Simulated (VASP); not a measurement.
Calculation: LDA (Ceperley-Alder, Perdew-Zunger), VASP's LDA PAW potentials (set 64) (plane waves; VASP 6.6.1).

A VASP calculation is set up with these files.

POSCAR:
```
HfO2
1
    0.0000000000     2.4910312255     2.4910312255
    2.4910312255     0.0000000000     2.4910312255
    2.4910312255     2.4910312255    -0.0000000000
Hf O
1 2
Direct
  0.0000000000   0.0000000000   0.0000000000
  0.2500000000   0.2500000000   0.2500000000
  0.7500000000   0.7500000000   0.7500000000
```

### KPOINTS
```
Automatic mesh
0
G
 7 7 7
0 0 0
```

### INCAR
```
ALGO=Normal
EDIFF=1E-7
ENCUT=650
IBRION=6
ISIF=3
ISMEAR=0
LASPH=.True.
LCHARG=.False.
LMAXMIX=6
LREAL=.False.
LWAVE=.False.
NELM=100
NFREE=2
NSW=1
POTIM=0.015
PREC=Accurate
SIGMA=0.05
SYSTEM=HfO2
```

POTCAR, in this order: Hf_pv O (LDA.64 set). Program: vasp_std.

The resulting files:

**OUTCAR**
```
 ion  position               nearest neighbor table
   1  0.000  0.000  0.000-   3 2.16   3 2.16   3 2.16   2 2.16   3 2.16   2 2.16   2 2.16   2 2.16
  LATTYP: Found a face centered cubic cell.
 ALAT       =     4.9820624510
 Subroutine PRICEL returns:
 Original cell was already a primitive cell.
 Subroutine GETGRP returns: Found 48 space group operations
The static configuration has the point symmetry O_h .
The dynamic configuration has the point symmetry O_h .
 Subroutine INISYM returns: Found 48 space group operations
 Subroutine IBZKPT returns following result:
 Found     20 irreducible k-points:

 Following reciprocal coordinates:
            Coordinates               Weight
  0.000000  0.000000  0.000000      1.000000
  0.142857  0.000000  0.000000      8.000000
  0.285714  0.000000  0.000000      8.000000
  0.428571  0.000000  0.000000      8.000000
  0.142857  0.142857  0.000000      6.000000
  0.285714  0.142857  0.000000     24.000000
  0.428571  0.142857  0.000000     24.000000
 -0.428571  0.142857  0.000000     24.000000
 -0.285714  0.142857  0.000000     24.000000
 -0.142857  0.142857  0.000000     12.000000
  0.285714  0.285714  0.000000      6.000000
  0.428571  0.285714  0.000000     24.000000
 -0.428571  0.285714  0.000000     24.000000
 -0.285714  0.285714  0.000000     12.000000
  0.428571  0.428571  0.000000      6.000000
 -0.428571  0.428571  0.000000     12.000000
  0.428571  0.285714  0.142857     24.000000
 -0.428571  0.285714  0.142857     48.000000
 -0.428571  0.428571  0.142857     24.000000
 -0.285714  0.428571  0.142857     24.000000
 Subroutine IBZKPT_HF returns following result:
   k-points           NKPTS =     20   k-points in BZ     NKDIM =     20   number of bands    NBANDS=     15
   number of dos      NEDOS =    301   number of ions     NIONS =      3
   total plane-waves  NPLWV =  27000
   dimension x,y,z NGX =    30 NGY =   30 NGZ =   30
   dimension x,y,z NGXF=    60 NGYF=   60 NGZF=   60
   ions per type =               1   2
   PREC   = accura    normal or accurate (medium, high low for compatibility)
   ISTART =      0    job   : 0-new  1-cont  2-samecut
   ICHARG =      2    charge: 1-file 2-atom 10-const
   ISPIN  =      1    spin polarized calculation?
   LNONCOLLINEAR =      F non collinear calculations
   LSORBIT =      F    spin-orbit coupling
   INIWAV =      1    electr: 0-lowe 1-rand  2-diag
   ENCUT  =  650.0 eV  47.77 Ry    6.91 a.u.   7.32  7.32  7.32*2*pi/ulx,y,z
   NELM   =    100;   NELMIN=  2; NELMDL= -5     # of ELM steps
   EDIFF  = 0.1E-06   stopping-criterion for ELM
   LREAL  =      F    real-space projection
   NLSPLINE    = F    spline interpolate recip. space projectors
   LMAXMIX     =    6 max onsite mixed and CHGCAR
   VOSKOWN=      0    Vosko Wilk Nusair interpolation
   EDIFFG = 0.1E-05   stopping-criterion for IOM
   NSW    =     73    number of steps for IOM
   NBLOCK =      1;   KBLOCK =     73    inner block; outer block
   IBRION =      6    ionic relax: 0-MD 1-quasi-New 2-CG
   NFREE  =      2    steps in history (QN), initial steepest desc. (CG)
   ISIF   =      3    stress and relaxation
   ISYM   =      2    0-nonsym 1-usesym 2-fastsym
   TEIN   =    0.0    initial temperature
   TEBEG  =    0.0;   TEEND  =   0.0 temperature during run
   SMASS  =  -3.00    Nose mass-parameter (am)
   PSTRESS=    0.0 pullay stress
   NELECT =      22.0000    total number of electrons
   EFERMI =   0.00;   METHOD = LEGACY
   ISMEAR =     0;   SIGMA  =   0.05  broadening in eV -4-tet -1-fermi 0-gaus
   IALGO  =     38    algorithm
   LDIAG  =      T    sub-space diagonalisation (order eigenvalues)
   IMIX   =      4    mixing-type and parameters
     AMIX     =   0.40;   BMIX     =  1.00
     AMIX_MAG =   1.60;   BMIX_MAG =  1.00
...
```

OSZICAR:
```
...
DAV:   4    -0.330796422189E+02   -0.15686E-03   -0.32380E-03  3329   0.495E-01    0.146E-01
DAV:   5    -0.330796130405E+02    0.29178E-04   -0.79419E-05  4148   0.853E-02    0.752E-02
DAV:   6    -0.330796037892E+02    0.92513E-05   -0.37132E-05  3763   0.553E-02    0.980E-03
DAV:   7    -0.330796032526E+02    0.53660E-06   -0.29025E-06  4036   0.162E-02    0.441E-03
DAV:   8    -0.330796031665E+02    0.86071E-07   -0.62223E-07  3238   0.665E-03
   9 F= -.33079603E+02 E0= -.33079603E+02  d E =-.407258E-13
       N       E                     dE             d eps       ncg     rms          rms(c)
DAV:   1    -0.330976113011E+02   -0.18008E-01   -0.18022E+00  3406   0.117E+01    0.193E+00
DAV:   2    -0.330836533090E+02    0.13958E-01   -0.35733E-02  4323   0.171E+00    0.100E+00
DAV:   3    -0.330780105731E+02    0.56427E-02   -0.16016E-02  4267   0.117E+00    0.135E-01
DAV:   4    -0.330788427309E+02   -0.83216E-03   -0.18191E-03  4022   0.383E-01    0.108E-01
DAV:   5    -0.330791868873E+02   -0.34416E-03   -0.11205E-04  4253   0.103E-01    0.441E-02
DAV:   6    -0.330795135990E+02   -0.32671E-03   -0.38901E-05  4148   0.588E-02    0.909E-03
DAV:   7    -0.330795781607E+02   -0.64562E-04   -0.45425E-06  3770   0.192E-02    0.155E-03
DAV:   8    -0.330795950987E+02   -0.16938E-04   -0.19695E-07  3043   0.405E-03    0.804E-04
DAV:   9    -0.330796007190E+02   -0.56204E-05   -0.21686E-08  1899   0.134E-03    0.385E-04
DAV:  10    -0.330796029326E+02   -0.22136E-05   -0.46779E-09  1899   0.586E-04    0.517E-05
DAV:  11    -0.330796031898E+02   -0.25716E-06   -0.97379E-10  1766   0.242E-04    0.395E-05
DAV:  12    -0.330796032733E+02   -0.83503E-07   -0.22485E-10  1731   0.992E-05
  10 F= -.33079603E+02 E0= -.33079603E+02  d E =-.406859E-13
       N       E                     dE             d eps       ncg     rms          rms(c)
DAV:   1    -0.331372460013E+02   -0.57643E-01   -0.20956E+00  3294   0.127E+01    0.286E+00
DAV:   2    -0.330969534296E+02    0.40293E-01   -0.60027E-02  4337   0.222E+00    0.149E+00
DAV:   3    -0.330794859825E+02    0.17467E-01   -0.36445E-02  4316   0.177E+00    0.105E-01
DAV:   4    -0.330796417663E+02   -0.15578E-03   -0.32170E-03  3308   0.493E-01    0.144E-01
DAV:   5    -0.330796126369E+02    0.29129E-04   -0.80205E-05  4218   0.863E-02    0.741E-02
DAV:   6    -0.330796036535E+02    0.89834E-05   -0.36862E-05  3889   0.549E-02    0.851E-03
DAV:   7    -0.330796032194E+02    0.43413E-06   -0.25204E-06  3896   0.151E-02    0.407E-03
DAV:   8    -0.330796031573E+02    0.62109E-07   -0.40899E-07  3490   0.527E-03
  11 F= -.33079603E+02 E0= -.33079603E+02  d E =-.175405E-19
       N       E                     dE             d eps       ncg     rms          rms(c)
DAV:   1    -0.331088175656E+02   -0.29214E-01   -0.17141E+00  3574   0.112E+01    0.193E+00
DAV:   2    -0.330909303044E+02    0.17887E-01   -0.34503E-02  4295   0.167E+00    0.101E+00
DAV:   3    -0.330800898490E+02    0.10840E-01   -0.16489E-02  4267   0.121E+00    0.128E-01
DAV:   4    -0.330797756215E+02    0.31423E-03   -0.18795E-03  3924   0.388E-01    0.113E-01
DAV:   5    -0.330796639291E+02    0.11169E-03   -0.12718E-04  4239   0.109E-01    0.399E-02
DAV:   6    -0.330796163176E+02    0.47612E-04   -0.35770E-05  4176   0.559E-02    0.112E-02
DAV:   7    -0.330796065056E+02    0.98120E-05   -0.36259E-06  4093   0.170E-02    0.112E-03
DAV:   8    -0.330796041791E+02    0.23265E-05   -0.13157E-07  2422   0.355E-03    0.109E-03
DAV:   9    -0.330796035298E+02    0.64927E-06   -0.21715E-08  1976   0.137E-03    0.167E-04
DAV:  10    -0.330796032385E+02    0.29134E-06   -0.45015E-09  1766   0.589E-04    0.505E-05
DAV:  11    -0.330796032391E+02   -0.62232E-09   -0.98463E-10  1794   0.246E-04
  12 F= -.33079603E+02 E0= -.33079603E+02  d E =-.406982E-13
       N       E                     dE             d eps       ncg     rms          rms(c)
DAV:   1    -0.331371230298E+02   -0.57520E-01   -0.21448E+00  3161   0.129E+01    0.286E+00
DAV:   2    -0.330969566558E+02    0.40166E-01   -0.61064E-02  4330   0.225E+00    0.149E+00
DAV:   3    -0.330794864800E+02    0.17470E-01   -0.36357E-02  4295   0.177E+00    0.104E-01
DAV:   4    -0.330796423351E+02   -0.15586E-03   -0.32469E-03  3434   0.495E-01    0.145E-01
DAV:   5    -0.330796139134E+02    0.28422E-04   -0.74356E-05  4162   0.831E-02    0.800E-02
DAV:   6    -0.330796036409E+02    0.10273E-04   -0.39146E-05  3966   0.572E-02    0.854E-03
DAV:   7    -0.330796032499E+02    0.39095E-06   -0.34226E-06  3910   0.171E-02    0.437E-03
DAV:   8    -0.330796031664E+02    0.83513E-07   -0.56583E-07  3371   0.625E-03
  13 F= -.33079603E+02 E0= -.33079603E+02  d E =-.177176E-19
       N       E                     dE             d eps       ncg     rms          rms(c)
DAV:   1    -0.330891392543E+02   -0.95360E-02   -0.15400E+00  1228   0.116E+01    0.154E+00
DAV:   2    -0.330857694952E+02    0.33698E-02   -0.53384E-02  1725   0.199E+00    0.856E-01
DAV:   3    -0.330813511922E+02    0.44183E-02   -0.60198E-03  1634   0.747E-01    0.217E-01
DAV:   4    -0.330812634221E+02    0.87770E-04   -0.16683E-03  1725   0.382E-01    0.470E-02
DAV:   5    -0.330813514080E+02   -0.87986E-04   -0.12770E-04  1564   0.106E-01    0.105E-02
DAV:   6    -0.330813638737E+02   -0.12466E-04   -0.34115E-06  1634   0.181E-02    0.396E-03
DAV:   7    -0.330813774415E+02   -0.13568E-04   -0.11154E-06  1585   0.975E-03    0.944E-04
DAV:   8    -0.330813793043E+02   -0.18628E-05   -0.16160E-07  1118   0.349E-03    0.482E-04
DAV:   9    -0.330813794510E+02   -0.14671E-06   -0.84303E-09   754   0.836E-04    0.102E-04
DAV:  10    -0.330813794781E+02   -0.27147E-07   -0.16160E-09   824   0.332E-04
  14 F= -.33081379E+02 E0= -.33081379E+02  d E =-.235562E-19
       N       E                     dE             d eps       ncg     rms          rms(c)
DAV:   1    -0.330746189207E+02    0.67605E-02   -0.21700E+00  1200   0.125E+01    0.182E+00
DAV:   2    -0.330814366373E+02   -0.68177E-02   -0.74377E-02  1578   0.215E+00    0.947E-01
DAV:   3    -0.330813887899E+02    0.47847E-04   -0.45939E-04  1431   0.200E-01    0.351E-01
DAV:   4    -0.330813795224E+02    0.92675E-05   -0.26048E-05  1557   0.475E-02    0.242E-02
DAV:   5    -0.330813795085E+02    0.13930E-07   -0.72386E-07  1417   0.862E-03
  15 F= -.33081380E+02 E0= -.33081380E+02  d E =-.231938E-19
       N       E                     dE             d eps       ncg     rms          rms(c)
DAV:   1    -0.330769989473E+02    0.43806E-02   -0.19484E+00  1920   0.133E+01    0.537E-01
DAV:   2    -0.330809716276E+02   -0.39727E-02   -0.45854E-02  2676   0.197E+00    0.439E-01
DAV:   3    -0.330807629931E+02    0.20863E-03   -0.46245E-04  2151   0.240E-01    0.231E-01
DAV:   4    -0.330807345983E+02    0.28395E-04   -0.24245E-04  2739   0.145E-01    0.268E-02
DAV:   5    -0.330807333514E+02    0.12469E-05   -0.32557E-05  2165   0.496E-02    0.114E-02
DAV:   6    -0.330807328003E+02    0.55107E-06   -0.18256E-06  2697   0.122E-02    0.569E-03
DAV:   7    -0.330807327778E+02    0.22514E-07   -0.36029E-07  2137   0.535E-03
  16 F= -.33080733E+02 E0= -.33080733E+02  d E =-.138755E-15
       N       E                     dE             d eps       ncg     rms          rms(c)
DAV:   1    -0.330804238320E+02    0.30897E-03   -0.33865E+00  1948   0.144E+01    0.115E+00
DAV:   2    -0.330815189968E+02   -0.10952E-02   -0.30548E-02  2711   0.146E+00    0.873E-01
DAV:   3    -0.330807522657E+02    0.76673E-03   -0.16422E-03  2263   0.401E-01    0.335E-01
DAV:   4    -0.330807369951E+02    0.15271E-04   -0.44650E-04  2690   0.184E-01    0.579E-02
DAV:   5    -0.330807343062E+02    0.26890E-05   -0.26996E-05  2144   0.462E-02    0.223E-02
DAV:   6    -0.330807327992E+02    0.15070E-05   -0.49901E-06  2627   0.210E-02    0.887E-03
DAV:   7    -0.330807327677E+02    0.31482E-07   -0.97041E-07  2081   0.866E-03
  17 F= -.33080733E+02 E0= -.33080733E+02  d E =-.110367E-19
```

File OUTCAR:
```
------------------------ aborting loop because EDIFF is reached ----------------------------------------
  FORCE on cell =-STRESS in cart. coord.  units (eV):
  Direction    XX          YY          ZZ          XY          YZ          ZX
  --------------------------------------------------------------------------------------
  Total       -0.0679424     -0.0721493     -0.0721493      0.0000000      0.1335014      0.0000000
  in kB       -3.5211477     -3.7391697     -3.7391697      0.0000000      6.9187689      0.0000000
  external PRESSURE =      -3.6664957 kB  Pullay stress =       0.0000000 kB
  volume of cell :       30.91
      direct lattice vectors                 reciprocal lattice vectors
     0.000000000  2.491031226  2.491031226    -0.200720085  0.200720085  0.200720085
     2.491031226  0.000000000  2.491031226     0.200720085 -0.200720085  0.200720085
     2.491031226  2.491031226  0.000000000     0.200720085  0.200720085 -0.200720085
 POSITION                                       TOTAL-FORCE (eV/Angst)
 -----------------------------------------------------------------------------------
      0.00000      0.00000      0.00000        -0.050244      0.000000      0.000000
      1.23052      1.24552      1.24552         0.186765     -0.000000     -0.000000
      3.73655      3.73655      3.73655        -0.136520      0.000000      0.000000
 -----------------------------------------------------------------------------------
    total drift:                               -0.000281      0.000000      0.000000
  FREE ENERGIE OF THE ION-ELECTRON SYSTEM (eV)
  ---------------------------------------------------
  free  energy   TOTEN  =       -33.0807327677 eV

  energy  without entropy=      -33.0807327677  energy(sigma->0) =      -33.08073277

   1 f  =   18.143556 THz   113.999326 2PiTHz  605.203891 cm-1    75.035686 meV
             X         Y         Z           dx          dy          dz
      0.000000  0.000000  0.000000    -0.000000   -0.000000   -0.000000
      1.245516  1.245516  1.245516    -0.312385   -0.634362    0.000000
      3.736547  3.736547  3.736547     0.312385    0.634362    0.000000

   2 f  =   18.143556 THz   113.999326 2PiTHz  605.203891 cm-1    75.035686 meV
             X         Y         Z           dx          dy          dz
      0.000000  0.000000  0.000000     0.000000    0.000000    0.000000
      1.245516  1.245516  1.245516     0.000000    0.000000   -0.707107
      3.736547  3.736547  3.736547    -0.000000   -0.000000    0.707107

   3 f  =   18.143556 THz   113.999326 2PiTHz  605.203891 cm-1    75.035686 meV
             X         Y         Z           dx          dy          dz
      0.000000  0.000000  0.000000    -0.000000    0.000000    0.000000
      1.245516  1.245516  1.245516     0.634362   -0.312385    0.000000
      3.736547  3.736547  3.736547    -0.634362    0.312385   -0.000000

   4 f  =    7.768526 THz    48.811091 2PiTHz  259.130146 cm-1    32.128029 meV
             X         Y         Z           dx          dy          dz
      0.000000  0.000000  0.000000     0.376384    0.085844    0.059606
      1.245516  1.245516  1.245516    -0.627199   -0.143049   -0.099326
      3.736547  3.736547  3.736547    -0.627199   -0.143049   -0.099326

   5 f  =    7.768526 THz    48.811091 2PiTHz  259.130146 cm-1    32.128029 meV
             X         Y         Z           dx          dy          dz
      0.000000  0.000000  0.000000     0.103393   -0.273391   -0.259140
      1.245516  1.245516  1.245516    -0.172291    0.455574    0.431827
      3.736547  3.736547  3.736547    -0.172291    0.455574    0.431827

   6 f  =    7.768526 THz    48.811091 2PiTHz  259.130146 cm-1    32.128029 meV
             X         Y         Z           dx          dy          dz
      0.000000  0.000000  0.000000     0.015232   -0.265470    0.286147
      1.245516  1.245516  1.245516    -0.025382    0.442375   -0.476830
      3.736547  3.736547  3.736547    -0.025382    0.442375   -0.476830

   7 f/i=    0.006058 THz     0.038063 2PiTHz    0.202068 cm-1     0.025053 meV
             X         Y         Z           dx          dy          dz
      0.000000  0.000000  0.000000    -0.005923   -0.001211   -0.920531
      1.245516  1.245516  1.245516    -0.001777   -0.000363   -0.276206
      3.736547  3.736547  3.736547    -0.001777   -0.000363   -0.276206

   8 f/i=    0.006058 THz     0.038063 2PiTHz    0.202068 cm-1     0.025053 meV
             X         Y         Z           dx          dy          dz
      0.000000  0.000000  0.000000    -0.607774    0.691387    0.003001
      1.245516  1.245516  1.245516    -0.182363    0.207452    0.000901
      3.736547  3.736547  3.736547    -0.182363    0.207452    0.000901

   9 f/i=    0.006058 THz     0.038063 2PiTHz    0.202068 cm-1     0.025053 meV
             X         Y         Z           dx          dy          dz
      0.000000  0.000000  0.000000    -0.691368   -0.607780    0.005248
      1.245516  1.245516  1.245516    -0.207446   -0.182365    0.001575
      3.736547  3.736547  3.736547    -0.207446   -0.182365    0.001575

 ELASTIC MODULI CONTR FROM IONIC RELAXATION (kBar)
 Direction    XX          YY          ZZ          XY          YZ          ZX
 --------------------------------------------------------------------------------
 XX          -0.0000     -0.0000     -0.0000      0.0000      0.0000      0.0000
 YY          -0.0000     -0.0000     -0.0000      0.0000      0.0000      0.0000
 ZZ          -0.0000     -0.0000     -0.0000      0.0000      0.0000      0.0000
 XY           0.0000      0.0000      0.0000   -380.5451      0.0000      0.0000
 YZ           0.0000      0.0000      0.0000      0.0000   -380.5451      0.0000
 ZX           0.0000      0.0000      0.0000      0.0000      0.0000   -380.5451
 --------------------------------------------------------------------------------

 TOTAL ELASTIC MODULI (kBar)
 Direction    XX          YY          ZZ          XY          YZ          ZX
 --------------------------------------------------------------------------------
 XX        6254.3380   1209.9247   1209.9247      0.0000      0.0000      0.0000
 YY        1209.9247   6254.3380   1209.9247      0.0000      0.0000      0.0000
 ZZ        1209.9247   1209.9247   6254.3380      0.0000      0.0000     -0.0000
 XY           0.0000      0.0000      0.0000    788.9067      0.0000      0.0000
 YZ           0.0000      0.0000      0.0000      0.0000    788.9067      0.0000
 ZX           0.0000      0.0000     -0.0000      0.0000      0.0000    788.9067
 --------------------------------------------------------------------------------
```
(Selected blocks of OUTCAR.)

The compound is HfO2 in the fluorite structure, the high-temperature cubic form, which is unstable at 0 K; the monoclinic form is the stable one. It was relaxed first, which changed the volume by -6 %.
